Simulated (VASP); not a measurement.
Consider the following.

```
CELL_PARAMETERS angstrom
      2.66500     0.00000     0.00000
      0.00000     2.66500     0.00000
      0.00000     0.00000     2.66500
ATOMIC_POSITIONS crystal
  Sn 0.00000 0.00000 0.00000
  O  0.50000 0.50000 0.50000
```

All values below come from PBEsol GGA, VASP's PBE PAW potentials (set 64) (plane waves; VASP). Run with 520 eV cut-off, 9×9×9 Γ-centred mesh, Gaussian smearing of 0.050 eV, potentials Sn_d O.

Energy and stress use the plane-wave basis of the starting cell.

Problem. The ions, cell shape and volume are relaxed. Predict the relaxed structure.

Solution. 
```
CELL_PARAMETERS angstrom
      3.04757     0.00000     0.00000
      0.00000     3.04757     0.00000
      0.00000     0.00000     3.04757
ATOMIC_POSITIONS crystal
  Sn 0.00000 0.00000 0.00000
  O  0.50000 0.50000 0.50000
```
Space group Pm-3m (221), at a tolerance of 0.03 Å.

Problem. How do energy and volume change from the first to the last step?

Solution. The energy (σ→0) changes by -1398.5 meV/atom and the volume by +49.5 %, in 5 ionic steps.

The structure was generated: SnO was put into the CsCl type type (Pm-3m), which need not be its known phase. This run relaxes it. Symmetry was kept, so distortions that lower it aren't found.
